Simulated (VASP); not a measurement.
All values below come from vdW-DF2, VASP's PBE PAW potentials (set 64) (plane waves; VASP).

VASP ran on this input.

KPOINTS:
```
k-points along high-symmetry lines
8
Line-mode
Reciprocal
  0.000000   0.000000   0.000000 ! GAMMA
  0.500000   0.500000   0.000000 ! Y

  0.500000   0.500000   0.000000 ! Y
  0.500000   0.500000   0.000000 ! C_0

  0.500000  -0.500000   0.000000 ! SIGMA_0
  0.000000   0.000000   0.000000 ! GAMMA

  0.000000   0.000000   0.000000 ! GAMMA
  0.000000   0.000000   0.500000 ! Z

  0.000000   0.000000   0.500000 ! Z
  0.500000  -0.500000   0.500000 ! A_0

  0.500000   0.500000   0.500000 ! E_0
  0.500000   0.500000   0.500000 ! T

  0.500000   0.500000   0.500000 ! T
  0.500000   0.500000   0.000000 ! Y

  0.000000   0.000000   0.000000 ! GAMMA
  0.500000  -0.000000   0.000000 ! S

  0.500000  -0.000000   0.000000 ! S
  0.500000  -0.000000   0.500000 ! R

  0.500000  -0.000000   0.500000 ! R
  0.000000   0.000000   0.500000 ! Z

  0.000000   0.000000   0.500000 ! Z
  0.500000   0.500000   0.500000 ! T
```

**POSCAR**
```
MnF2
1.0
  4.9537802832   0.0000000000   0.0000000000
  0.0000000000   4.9537802832   0.0000000000
  0.0000000000   0.0000000000   3.3688092097
Mn F
2 4
direct
  1.0000000000   0.0000000000   0.0000000000
  0.5000000000   0.5000000000   0.5000000000
  0.3028041082   0.3028041082   1.0000000000
  0.8028041082   0.1971958918   0.5000000000
  0.1971958918   0.8028041082   0.5000000000
  0.6971958918   0.6971958918   0.0000000000
```

### INCAR
```
SYSTEM = MnF2
PREC = Accurate
ENCUT = 520
EDIFF = 1E-7
NELM = 100
ALGO = Normal
LREAL = .FALSE.
LASPH = .TRUE.
ISMEAR = 0
SIGMA = 0.05
GGA = ML
ZAB_VDW = -1.8867
LUSE_VDW = .TRUE.
AGGAC = 0.0
LMAXMIX = 4
ISPIN = 2
MAGMOM = 4.5 -4.5 -0.0 0.0 0.0 -0.0
LORBIT = 11
LWAVE = .FALSE.
LCHARG = .FALSE.
ICHARG = 11
```

POTCAR, in this order: Mn_pv F (PBE.64 set). Program: vasp_std. Read from the step before: CHGCAR.

Output of the run:

**OUTCAR**
```
 ion  position               nearest neighbor table
   1  0.000  0.000  0.000-   3 2.12   6 2.12   5 2.18   4 2.18   4 2.18   5 2.18
   2  0.500  0.500  0.500-   4 2.12   5 2.12   3 2.18   6 2.18   3 2.18   6 2.18
   3  0.303  0.303  0.000-   1 2.12   2 2.18   2 2.18
   4  0.803  0.197  0.500-   2 2.12   1 2.18   1 2.18
   5  0.197  0.803  0.500-   2 2.12   1 2.18   1 2.18
   6  0.697  0.697  0.000-   1 2.12   2 2.18   2 2.18
  LATTYP: Found a simple tetragonal cell.
 ALAT       =     4.9537802832
 C/A-ratio  =     0.6800481687
 Subroutine PRICEL returns:
 Original cell was already a primitive cell.
 Subroutine GETGRP returns: Found 16 space group operations
The static configuration has the point symmetry D_2h.
 The point group associated with its full space group is D_4h.
The dynamic configuration has the point symmetry D_2h.
The overall configuration has the point symmetry D_2h.
 Subroutine INISYM returns: Found 16 space group operations
   k-points           NKPTS =     88   k-points in BZ     NKDIM =     88   number of bands    NBANDS=     32
   number of dos      NEDOS =    301   number of ions     NIONS =      6
   total plane-waves  NPLWV =  44800
   dimension x,y,z NGX =    40 NGY =   40 NGZ =   28
   dimension x,y,z NGXF=    80 NGYF=   80 NGZF=   56
   ions per type =               2   4
   PREC   = accura    normal or accurate (medium, high low for compatibility)
   ISTART =      0    job   : 0-new  1-cont  2-samecut
   ICHARG =     11    charge: 1-file 2-atom 10-const
   ISPIN  =      2    spin polarized calculation?
   LNONCOLLINEAR =      F non collinear calculations
   LSORBIT =      F    spin-orbit coupling
   INIWAV =      1    electr: 0-lowe 1-rand  2-diag
   ENCUT  =  520.0 eV  38.22 Ry    6.18 a.u.   9.21  9.21  6.26*2*pi/ulx,y,z
   NELM   =    100;   NELMIN=  2; NELMDL= -5     # of ELM steps
   EDIFF  = 0.1E-06   stopping-criterion for ELM
   LREAL  =      F    real-space projection
   NLSPLINE    = F    spline interpolate recip. space projectors
   LMAXMIX     =    4 max onsite mixed and CHGCAR
   VOSKOWN=      0    Vosko Wilk Nusair interpolation
   EDIFFG = 0.1E-05   stopping-criterion for IOM
   NSW    =      0    number of steps for IOM
...
```

**OSZICAR**
```
       N       E                     dE             d eps       ncg     rms          rms(c)
DAV:   1     0.666290781276E+03    0.66629E+03   -0.31536E+04 11712   0.188E+03
DAV:   2     0.365849615816E+02   -0.62971E+03   -0.60470E+03 13072   0.533E+02
DAV:   3    -0.237741674392E+02   -0.60359E+02   -0.59486E+02 12664   0.169E+02
DAV:   4    -0.252735380564E+02   -0.14994E+01   -0.14985E+01 12256   0.279E+01
DAV:   5    -0.253019363983E+02   -0.28398E-01   -0.28397E-01 12424   0.400E+00
DAV:   6    -0.253028501851E+02   -0.91379E-03   -0.91378E-03 12496   0.688E-01
DAV:   7    -0.253028876319E+02   -0.37447E-04   -0.37447E-04 12920   0.134E-01
DAV:   8    -0.253028893540E+02   -0.17221E-05   -0.17221E-05 12176   0.271E-02
DAV:   9    -0.253028894461E+02   -0.92157E-07   -0.92165E-07 10088   0.609E-03
   1 F= -.25302889E+02 E0= -.25302889E+02  d E =-.386867E-26  mag=     0.0000
```

OUTCAR:
```



 magnetization (x)

# of ion       s       p       d       tot
------------------------------------------
    1        0.016   0.008   4.502   4.525
    2       -0.016  -0.008  -4.502  -4.525
    3       -0.002  -0.029   0.000  -0.031
    4        0.002   0.029   0.000   0.031
    5        0.002   0.029   0.000   0.031
    6       -0.002  -0.029   0.000  -0.031
--------------------------------------------------
tot          0.000   0.000  -0.000  -0.000
```
(Selected blocks of OUTCAR.)

File OUTCAR:
```
 val. band max:        1.8812521571   @ k =   0.2857   0.2857   0.5000

 cond. band min:       3.9087038316   @ k =   0.0000   0.0000   0.0000



 spin component 1

 k-point     1 :       0.0000    0.0000    0.0000
  band No.  band energies     occupation
      1     -47.5889      1.00000
      2     -47.5321      1.00000
      3     -47.5221      1.00000
      4     -42.9551      1.00000
      5     -42.8925      1.00000
      6     -42.8834      1.00000
      7     -21.6567      1.00000
      8     -21.1963      1.00000
      9     -21.1942      1.00000
     10     -21.1441      1.00000
     11      -5.0912      1.00000
     12      -4.1532      1.00000
     13      -3.7795      1.00000
     14      -3.6075      1.00000
     15      -3.2667      1.00000
     16      -3.2524      1.00000
     17      -3.2365      1.00000
     18      -3.2003      1.00000
     19      -2.3806      1.00000
     20      -2.0365      1.00000
     21      -2.0257      1.00000
     22      -1.7496      1.00000
     23       0.3716      1.00000
     24       0.6139      1.00000
     25       0.7514      1.00000
     26       1.5569      1.00000
     27       1.7874      1.00000
     28       3.9087      0.00000
     29       4.1788      0.00000
     30       4.5744      0.00000
     31       4.5943      0.00000
     32       5.4557      0.00000

 k-point     2 :       0.0714    0.0714    0.0000
  band No.  band energies     occupation
      1     -47.5889      1.00000
      2     -47.5321      1.00000
      3     -47.5221      1.00000
      4     -42.9551      1.00000
      5     -42.8925      1.00000
      6     -42.8834      1.00000
      7     -21.6465      1.00000
      8     -21.2060      1.00000
      9     -21.1975      1.00000
     10     -21.1414      1.00000
     11      -5.0550      1.00000
     12      -4.1407      1.00000
     13      -3.7607      1.00000
     14      -3.6092      1.00000
     15      -3.3125      1.00000
...
```

The density is held fixed in this step, so its total energy and stress have no physical meaning.

The compound is MnF2 in the rutile structure. It was relaxed first, which changed the volume by +5 %.
